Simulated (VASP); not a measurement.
# PmTe (Pm-3m) in VASP: further runs

Runs on PmTe. Level: PBEsol+U. Tasks: single point.

All numbers are computed with VASP 6.6.1; they aren't measurements. Logs are shortened: lines on timing, memory, paths and dates and some standing lists are left out, and cuts for length are marked.

## Step 1: The crystal as given

It takes space group Pm-3m (No. 221, cubic). The conventional cell has a = 3.763 Å, b = 3.763 Å, c = 3.763 Å, α = 90.00°, β = 90.00°, γ = 90.00°. Around Pm (site symmetry m-3m) lie 8 Te at 3.26 Å. Te (site symmetry m-3m) is surrounded by 8 Pm at 3.26 Å.

The cell comes from a database or a generator and needn't be the stable form of this composition.

## Step 2: Single point, PBEsol+U, collinear spin, typed start

INCAR reads:

```
PREC = Accurate
ENCUT = 520
EDIFF = 1E-6
ISMEAR = 0
SIGMA = 0.05
LREAL = False
LASPH = True
NELM = 150
ALGO = Normal
ISIF = 2
LWAVE = False
LCHARG = False
ISPIN = 2
MAGMOM = 4 0
LORBIT = 11
LMAXMIX = 6
LDAU = True
LDAUTYPE = 2
LDAUL = 3 -1
LDAUU = 1 0
LDAUJ = 0 0
LDAUPRINT = 1
GGA = PS
NBANDS = 22
```

KPOINTS reads:

```
Automatic mesh
0
Gamma
  5 5 5
```

POSCAR reads:

```
PmTe
1.0
    3.7629149800      0.0000000000      0.0000000000
    0.0000000000      3.7629149800      0.0000000000
    0.0000000000      0.0000000000      3.7629149800
Pm Te
1 1
Direct
    0.0000000000      0.0000000000      0.0000000000
    0.5000000000      0.5000000000      0.5000000000
```

Potentials or basis: VASP PAW PBE potentials, release 64 (Pm, Te).

Launch:

```bash
cat potpaw_PBE.64/Pm/POTCAR potpaw_PBE.64/Te/POTCAR > POTCAR
mpirun -np 1 vasp_std > vasp.out
```

OUTCAR:

```text
PREC = Accurate
   ENCUT = 520
   EDIFF = 1E-6
   ISMEAR = 0
   LREAL = False
   LASPH = True
   NELM = 150
   ISIF = 2
   ISPIN = 2
   LORBIT = 11
   GGA = PS

 ion  position               nearest neighbor table
   1  0.000  0.000  0.000-   2 3.26   2 3.26   2 3.26   2 3.26   2 3.26   2 3.26   2 3.26   2 3.26

   2  0.500  0.500  0.500-   1 3.26   1 3.26   1 3.26   1 3.26   1 3.26   1 3.26   1 3.26   1 3.26

  LATTYP: Found a simple cubic cell.
 ALAT       =     3.7629149800

  Lattice vectors:

 A1 = (   3.7629149800,   0.0000000000,   0.0000000000)
 A2 = (   0.0000000000,   3.7629149800,   0.0000000000)
 A3 = (   0.0000000000,   0.0000000000,   3.7629149800)

Analysis of symmetry for initial positions (statically):
=====================================================================
 Subroutine PRICEL returns:
 Original cell was already a primitive cell.

 Routine SETGRP: Setting up the symmetry group for a
 simple cubic supercell.

 Subroutine GETGRP returns: Found 48 space group operations
 (whereof 48 operations were pure point group operations)
 out of a pool of 48 trial point group operations.

The static configuration has the point symmetry O_h .

Analysis of symmetry for dynamics (positions and initial velocities):
=====================================================================
 Subroutine PRICEL returns:
 Original cell was already a primitive cell.

 Routine SETGRP: Setting up the symmetry group for a
 simple cubic supercell.

 Subroutine GETGRP returns: Found 48 space group operations
 (whereof 48 operations were pure point group operations)
 out of a pool of 48 trial point group operations.

The dynamic configuration has the point symmetry O_h .

Analysis of structural, dynamic, and magnetic symmetry:
=====================================================================
 Subroutine PRICEL returns:
 Original cell was already a primitive cell.

 Routine SETGRP: Setting up the symmetry group for a
 simple cubic supercell.

 Subroutine GETGRP returns: Found 48 space group operations
 (whereof 48 operations were pure point group operations)
 out of a pool of 48 trial point group operations.

The overall configuration has the point symmetry O_h .

 Subroutine INISYM returns: Found 48 space group operations
 (whereof 48 operations are pure point group operations),
 and found     1 'primitive' translations

----------------------------------------------------------------------------------------

                                     Primitive cell

  volume of cell :      53.2811

  direct lattice vectors                    reciprocal lattice vectors
     3.762914980  0.000000000  0.000000000     0.265751420  0.000000000  0.000000000
     0.000000000  3.762914980  0.000000000     0.000000000  0.265751420  0.000000000
     0.000000000  0.000000000  3.762914980     0.000000000  0.000000000  0.265751420

[... 110 lines left out ...]

atom =   1  type =  1  l = 3

 onsite density matrix

spin component  1

  0.6673 -0.0000 -0.2300  0.0000 -0.0000 -0.0000  0.0000
 -0.0000  0.0412  0.0000  0.0000  0.0000  0.0000 -0.0000
 -0.2300  0.0000  0.7861 -0.0000  0.0000 -0.0000  0.0000
  0.0000  0.0000 -0.0000  0.4891 -0.0000  0.0000  0.0000
 -0.0000  0.0000  0.0000 -0.0000  0.7861  0.0000  0.2300
 -0.0000  0.0000 -0.0000  0.0000  0.0000  0.9642 -0.0000
  0.0000 -0.0000  0.0000  0.0000  0.2300 -0.0000  0.6673

spin component  2

  0.0025 -0.0000  0.0006 -0.0000  0.0000  0.0000 -0.0000
 -0.0000  0.0152  0.0000  0.0000  0.0000  0.0000  0.0000
  0.0006  0.0000  0.0022 -0.0000 -0.0000  0.0000  0.0000
 -0.0000  0.0000 -0.0000  0.0029 -0.0000 -0.0000 -0.0000
  0.0000  0.0000 -0.0000 -0.0000  0.0022  0.0000 -0.0006
  0.0000  0.0000  0.0000 -0.0000  0.0000  0.0018 -0.0000
 -0.0000  0.0000  0.0000 -0.0000 -0.0006 -0.0000  0.0025

 occupancies and eigenvectors

  o =  0.0018  v =  0.0000  0.0000  0.0000  0.0000  0.0000  0.0000  0.0000  0.0000 -0.0000 -0.0000  0.0000 -0.0000  1.0000 -0.0000      0.0000  0.0000  0.0000  0.0000  0.0000  0.0000  0.0000  0.0000  0.0000  0.0000  0.0000  0.0000  0.0000  0.0000
  o =  0.0018  v =  0.0000  0.0000  0.0000  0.0000  0.0000  0.0000  0.0000 -0.6124 -0.0000  0.7906 -0.0000  0.0000  0.0000 -0.0000      0.0000  0.0000  0.0000  0.0000  0.0000  0.0000  0.0000  0.0000  0.0000  0.0000  0.0000  0.0000  0.0000  0.0000
  o =  0.0018  v =  0.0000  0.0000  0.0000  0.0000  0.0000  0.0000  0.0000  0.0000 -0.0000  0.0000  0.0000  0.7906  0.0000  0.6124      0.0000  0.0000  0.0000  0.0000  0.0000  0.0000  0.0000  0.0000  0.0000  0.0000  0.0000  0.0000  0.0000  0.0000
  o =  0.0029  v =  0.0000  0.0000  0.0000  0.0000  0.0000  0.0000  0.0000  0.0016 -0.0000  0.0013  1.0000  0.0043 -0.0000 -0.0055      0.0000  0.0000  0.0000  0.0000  0.0000  0.0000  0.0000  0.0000  0.0000  0.0000  0.0000  0.0000  0.0000  0.0000
  o =  0.0029  v =  0.0000  0.0000  0.0000  0.0000  0.0000  0.0000  0.0000  0.0010 -0.0000  0.0007  0.0070 -0.6124 -0.0000  0.7905      0.0000  0.0000  0.0000  0.0000  0.0000  0.0000  0.0000  0.0000  0.0000  0.0000  0.0000  0.0000  0.0000  0.0000
  o =  0.0029  v =  0.0000  0.0000  0.0000  0.0000  0.0000  0.0000  0.0000  0.7906 -0.0000  0.6124 -0.0021  0.0007  0.0000 -0.0010      0.0000  0.0000  0.0000  0.0000  0.0000  0.0000  0.0000  0.0000  0.0000  0.0000  0.0000  0.0000  0.0000  0.0000
  o =  0.0152  v =  0.0000  0.0000  0.0000  0.0000  0.0000  0.0000  0.0000  0.0000  1.0000  0.0000  0.0000 -0.0000  0.0000  0.0000      0.0000  0.0000  0.0000  0.0000  0.0000  0.0000  0.0000  0.0000  0.0000  0.0000  0.0000  0.0000  0.0000  0.0000
  o =  0.0412  v =  0.0000  1.0000  0.0000 -0.0000 -0.0000 -0.0000 -0.0000  0.0000  0.0000  0.0000  0.0000  0.0000  0.0000  0.0000      0.0000  0.0000  0.0000  0.0000  0.0000  0.0000  0.0000  0.0000  0.0000  0.0000  0.0000  0.0000  0.0000  0.0000
  o =  0.4891  v = -0.7906  0.0000 -0.6124  0.0000 -0.0000 -0.0000  0.0000  0.0000  0.0000  0.0000  0.0000  0.0000  0.0000  0.0000      0.0000  0.0000  0.0000  0.0000  0.0000  0.0000  0.0000  0.0000  0.0000  0.0000  0.0000  0.0000  0.0000  0.0000
  o =  0.4891  v =  0.0000 -0.0000  0.0000  0.1258 -0.6075  0.0000  0.7843  0.0000  0.0000  0.0000  0.0000  0.0000  0.0000  0.0000      0.0000  0.0000  0.0000  0.0000  0.0000  0.0000  0.0000  0.0000  0.0000  0.0000  0.0000  0.0000  0.0000  0.0000
  o =  0.4891  v =  0.0000 -0.0000 -0.0000 -0.9921 -0.0770  0.0000  0.0995  0.0000  0.0000  0.0000  0.0000  0.0000  0.0000  0.0000      0.0000  0.0000  0.0000  0.0000  0.0000  0.0000  0.0000  0.0000  0.0000  0.0000  0.0000  0.0000  0.0000  0.0000
  o =  0.9642  v =  0.0000 -0.0000 -0.0000 -0.0000 -0.1115 -0.9900 -0.0864  0.0000  0.0000  0.0000  0.0000  0.0000  0.0000  0.0000      0.0000  0.0000  0.0000  0.0000  0.0000  0.0000  0.0000  0.0000  0.0000  0.0000  0.0000  0.0000  0.0000  0.0000
  o =  0.9642  v =  0.6124  0.0000 -0.7906  0.0000 -0.0000 -0.0000  0.0000  0.0000  0.0000  0.0000  0.0000  0.0000  0.0000  0.0000      0.0000  0.0000  0.0000  0.0000  0.0000  0.0000  0.0000  0.0000  0.0000  0.0000  0.0000  0.0000  0.0000  0.0000
  o =  0.9642  v =  0.0000  0.0000 -0.0000 -0.0000  0.7827 -0.1410  0.6063  0.0000  0.0000  0.0000  0.0000  0.0000  0.0000  0.0000      0.0000  0.0000  0.0000  0.0000  0.0000  0.0000  0.0000  0.0000  0.0000  0.0000  0.0000  0.0000  0.0000  0.0000

 number of electron      20.9999998 magnetization       4.9676298

 Free energy of the ion-electron system (eV)
  ---------------------------------------------------
  ext. energy  EPLUGINS =         0.00000000
  ---------------------------------------------------
  free energy    TOTEN  =       -13.96656764 eV

  energy without entropy =      -13.94842815  energy(sigma->0) =      -13.95749789

 E-fermi :   8.4740     XC(G=0): -10.7374

 val. band max:        8.4686277554   @ k =   0.4000   0.4000   0.2000
 cond. band min:       8.4842814711   @ k =   0.4000   0.4000   0.4000
 fundamental gap:      0.0156537157
 Fermi energy:         8.4740181640

 spin component 1

 k-point     1 :       0.0000    0.0000    0.0000
  band No.  band energies     occupation
      1     -30.1488      1.00000
      2     -10.4580      1.00000
      3     -10.4580      1.00000
      4     -10.4580      1.00000
      5      -3.9541      1.00000
      6       7.2310      1.00000
[... 239 lines left out ...]
     21      15.4700      0.00000
     22      16.1933      0.00000
 Fermi energy:         8.4740181640

 spin component 2

 k-point     1 :       0.0000    0.0000    0.0000
  band No.  band energies     occupation
      1     -28.0182      1.00000
      2      -8.8402      1.00000
      3      -8.8402      1.00000
      4      -8.8402      1.00000
      5      -3.9030      1.00000
      6       7.5803      1.00000
[... 239 lines left out ...]
     21      16.2831      0.00000
     22      17.0822      0.00000

------------------------ aborting loop because EDIFF is reached ----------------------------------------

  FORCE on cell =-STRESS in cart. coord.  units (eV):
  Direction    XX          YY          ZZ          XY          YZ          ZX
  --------------------------------------------------------------------------------------
  -------------------------------------------------------------------------------------
  Total        1.3025968      1.3025968      1.3025968      0.0000000      0.0000000     -0.0000000
  in kB       39.1694396     39.1694396     39.1694396      0.0000000      0.0000000     -0.0000000
  external PRESSURE =      39.1694396 kB  Pullay stress =       0.0000000 kB

 VOLUME and BASIS-vectors are now :
 -----------------------------------------------------------------------------
  energy-cutoff  :      520.00
  volume of cell :       53.28
      direct lattice vectors                 reciprocal lattice vectors
     3.762914980  0.000000000  0.000000000     0.265751420  0.000000000  0.000000000
     0.000000000  3.762914980  0.000000000     0.000000000  0.265751420  0.000000000
     0.000000000  0.000000000  3.762914980     0.000000000  0.000000000  0.265751420

 POSITION                                       TOTAL-FORCE (eV/Angst)
 -----------------------------------------------------------------------------------
      0.00000      0.00000      0.00000         0.000000      0.000000      0.000000
      1.88146      1.88146      1.88146         0.000000      0.000000      0.000000
 -----------------------------------------------------------------------------------
    total drift:                               -0.000000      0.000000     -0.000000

  FREE ENERGIE OF THE ION-ELECTRON SYSTEM (eV)
  ---------------------------------------------------
  free  energy   TOTEN  =       -13.9665676362 eV

  energy  without entropy=      -13.9484281530  energy(sigma->0) =      -13.95749789

 total charge

# of ion       s       p       d       f       tot
--------------------------------------------------
    1        2.000   5.532   0.479   4.423  12.435
    2        1.346   2.136   0.029   0.000   3.512
--------------------------------------------------
tot          3.347   7.669   0.509   4.423  15.947

 magnetization (x)

# of ion       s       p       d       f       tot
--------------------------------------------------
    1       -0.005   0.010   0.179   4.366   4.551
    2       -0.008  -0.089   0.011   0.000  -0.087
--------------------------------------------------
tot         -0.013  -0.079   0.190   4.366   4.464
```

Wall time 24 s (1 thread of Intel Xeon Platinum 8488C (Sapphire Rapids), shared host); peak memory 0.19 GiB.

What came out:

- Free energy: -13.9666 eV
- Pressure: 3.9 GPa
- Band gap on the k mesh: none (metal or under the smearing width)
- Net moment: 4.97 μB per cell
- Site moments: Pm +4.55; Te -0.09 μB
- Valence electrons inside the program's atomic spheres: Pm 12.44; Te 3.51

Eigenvalues of the final occupation matrices:
| site | spin | trace | eigenvalues |
| --- | --- | --- | --- |
| site 1 f | 1 | 4.40 | 0.04 0.49 0.49 0.49 0.96 0.96 0.96 |
| site 1 f | 2 | 0.03 | 0.00 0.00 0.00 0.00 0.00 0.00 0.02 |

Caveat: the magnetic or orbital state may not be the lowest; the PAW data sets were made with another functional, which shifts forces and pressure a little; spin-orbit coupling is left out, which moves the levels of the heavy elements; the U is typed as a test and isn't derived for this compound.

## Step 3: Single point, PBEsol+U, collinear spin, twin_end start

Changes to INCAR since step 2:

```diff
@@ -2,3 +2,3 @@
 ENCUT = 520
-EDIFF = 1E-6
+EDIFF = 1E-7
 ISMEAR = 0
@@ -8,3 +8,3 @@
 NELM = 150
-ALGO = Normal
+ALGO = Fast
 ISIF = 2
@@ -13,3 +13,3 @@
 ISPIN = 2
-MAGMOM = 4 0
+MAGMOM = 4.62 -0.04
 LORBIT = 11
```

KPOINTS reads:

```
regular mesh
0
Gamma
  5 5 5
```

POSCAR is that of step 2.

Potentials or basis: VASP PAW PBE potentials, release 64 (Pm, Te).

Launch:

```bash
cat potpaw_PBE.64/Pm/POTCAR potpaw_PBE.64/Te/POTCAR > POTCAR
mpirun -np 1 vasp_std > vasp.out
```

OUTCAR:

```text
PREC = Accurate
   ENCUT = 520
   EDIFF = 1E-7
   ISMEAR = 0
   LREAL = False
   LASPH = True
   NELM = 150
   ISIF = 2
   ISPIN = 2
   LORBIT = 11
   GGA = PS

 ion  position               nearest neighbor table
   1  0.000  0.000  0.000-   2 3.26   2 3.26   2 3.26   2 3.26   2 3.26   2 3.26   2 3.26   2 3.26

   2  0.500  0.500  0.500-   1 3.26   1 3.26   1 3.26   1 3.26   1 3.26   1 3.26   1 3.26   1 3.26

  LATTYP: Found a simple cubic cell.
 ALAT       =     3.7629149800

  Lattice vectors:

 A1 = (   3.7629149800,   0.0000000000,   0.0000000000)
 A2 = (   0.0000000000,   3.7629149800,   0.0000000000)
 A3 = (   0.0000000000,   0.0000000000,   3.7629149800)

Analysis of symmetry for initial positions (statically):
=====================================================================
 Subroutine PRICEL returns:
 Original cell was already a primitive cell.

 Routine SETGRP: Setting up the symmetry group for a
 simple cubic supercell.

 Subroutine GETGRP returns: Found 48 space group operations
 (whereof 48 operations were pure point group operations)
 out of a pool of 48 trial point group operations.

The static configuration has the point symmetry O_h .

Analysis of symmetry for dynamics (positions and initial velocities):
=====================================================================
 Subroutine PRICEL returns:
 Original cell was already a primitive cell.

 Routine SETGRP: Setting up the symmetry group for a
 simple cubic supercell.

 Subroutine GETGRP returns: Found 48 space group operations
 (whereof 48 operations were pure point group operations)
 out of a pool of 48 trial point group operations.

The dynamic configuration has the point symmetry O_h .

Analysis of structural, dynamic, and magnetic symmetry:
[... 185 lines left out ...]
  ext. energy  EPLUGINS =         0.00000000
  ---------------------------------------------------
  free energy    TOTEN  =       -13.96656753 eV

  energy without entropy =      -13.94842489  energy(sigma->0) =      -13.95749621

 E-fermi :   8.4736     XC(G=0): -10.7373

 val. band max:        8.4682268139   @ k =   0.4000   0.4000   0.2000
 cond. band min:       8.4838666294   @ k =   0.4000   0.4000   0.4000
 fundamental gap:      0.0156398155
 Fermi energy:         8.4736211277

 spin component 1

 k-point     1 :       0.0000    0.0000    0.0000
  band No.  band energies     occupation
      1     -30.1489      1.00000
      2     -10.4581      1.00000
      3     -10.4581      1.00000
      4     -10.4581      1.00000
      5      -3.9540      1.00000
      6       7.2310      1.00000
[... 239 lines left out ...]
     21      15.4722      0.00000
     22      16.1933      0.00000
 Fermi energy:         8.4736211277

 spin component 2

 k-point     1 :       0.0000    0.0000    0.0000
  band No.  band energies     occupation
      1     -28.0183      1.00000
      2      -8.8403      1.00000
      3      -8.8403      1.00000
      4      -8.8403      1.00000
      5      -3.9030      1.00000
      6       7.5803      1.00000
[... 239 lines left out ...]
     21      16.2832      0.00000
     22      17.0821      0.00000

------------------------ aborting loop because EDIFF is reached ----------------------------------------

  FORCE on cell =-STRESS in cart. coord.  units (eV):
  Direction    XX          YY          ZZ          XY          YZ          ZX
  --------------------------------------------------------------------------------------
  -------------------------------------------------------------------------------------
  Total        1.3376760      1.3376760      1.3376760      0.0000000      0.0000000     -0.0000000
  in kB       40.2242831     40.2242831     40.2242831      0.0000000      0.0000000     -0.0000000
  external PRESSURE =      40.2242831 kB  Pullay stress =       0.0000000 kB

 VOLUME and BASIS-vectors are now :
 -----------------------------------------------------------------------------
  energy-cutoff  :      520.00
  volume of cell :       53.28
      direct lattice vectors                 reciprocal lattice vectors
     3.762914980  0.000000000  0.000000000     0.265751420  0.000000000  0.000000000
     0.000000000  3.762914980  0.000000000     0.000000000  0.265751420  0.000000000
     0.000000000  0.000000000  3.762914980     0.000000000  0.000000000  0.265751420

 POSITION                                       TOTAL-FORCE (eV/Angst)
 -----------------------------------------------------------------------------------
      0.00000      0.00000      0.00000         0.000000      0.000000      0.000000
      1.88146      1.88146      1.88146         0.000000      0.000000      0.000000
 -----------------------------------------------------------------------------------
    total drift:                               -0.000000      0.000000     -0.000000

  FREE ENERGIE OF THE ION-ELECTRON SYSTEM (eV)
  ---------------------------------------------------
  free  energy   TOTEN  =       -13.9665675333 eV

  energy  without entropy=      -13.9484248854  energy(sigma->0) =      -13.95749621

 total charge

# of ion       s       p       d       f       tot
--------------------------------------------------
    1        2.000   5.532   0.479   4.424  12.435
    2        1.346   2.136   0.029   0.000   3.512
--------------------------------------------------
tot          3.347   7.668   0.508   4.424  15.947

 magnetization (x)

# of ion       s       p       d       f       tot
--------------------------------------------------
    1       -0.005   0.010   0.179   4.367   4.551
    2       -0.008  -0.090   0.011   0.000  -0.087
--------------------------------------------------
tot         -0.013  -0.080   0.190   4.367   4.464
```

OSZICAR:

```text
N       E                     dE             d eps       ncg     rms          rms(c)
DAV:   1     0.157767036450E+03    0.15777E+03   -0.82719E+03   902   0.130E+03
DAV:   2     0.866499371312E+01   -0.14910E+03   -0.13375E+03  1026   0.235E+02
[... 21 lines left out ...]
RMM:  24    -0.139665664222E+02   -0.67632E-06   -0.59267E-06  1129   0.763E-03    0.615E-04
RMM:  25    -0.139665668476E+02   -0.42531E-06   -0.37450E-06  1021   0.579E-03    0.782E-04
RMM:  26    -0.139665671308E+02   -0.28322E-06   -0.25199E-06   977   0.481E-03    0.836E-04
RMM:  27    -0.139665673053E+02   -0.17458E-06   -0.16258E-06   921   0.382E-03    0.158E-03
RMM:  28    -0.139665674373E+02   -0.13198E-06   -0.11182E-06   884   0.322E-03    0.128E-03
RMM:  29    -0.139665675333E+02   -0.95997E-07   -0.75811E-07   838   0.284E-03
   1 F= -.13966568E+02 E0= -.13957496E+02  d E =-.181426E-01  mag=     4.9673
```

It took 41 s on 1 thread of Intel Xeon Platinum 8488C (Sapphire Rapids), shared host; peak memory 0.19 GiB.

What came out:

- Free energy: -13.9666 eV
- Pressure: 4.0 GPa
- Band gap on the k mesh: none (metal or under the smearing width)
- Net moment: 4.97 μB per cell
- Site moments: Pm +4.55; Te -0.09 μB
- Valence electrons inside the program's atomic spheres: Pm 12.44; Te 3.51

Eigenvalues of the final occupation matrices:
```
    site  spin  trace                         eigenvalues
site 1 f     1   4.40  0.04 0.49 0.49 0.49 0.96 0.96 0.96
site 1 f     2   0.03  0.00 0.00 0.00 0.00 0.00 0.00 0.02
```

Caveat: the magnetic or orbital state may not be the lowest; the PAW data sets were made with another functional, which shifts forces and pressure a little; spin-orbit coupling is left out, which moves the levels of the heavy elements; the U is typed as a test and isn't derived for this compound.
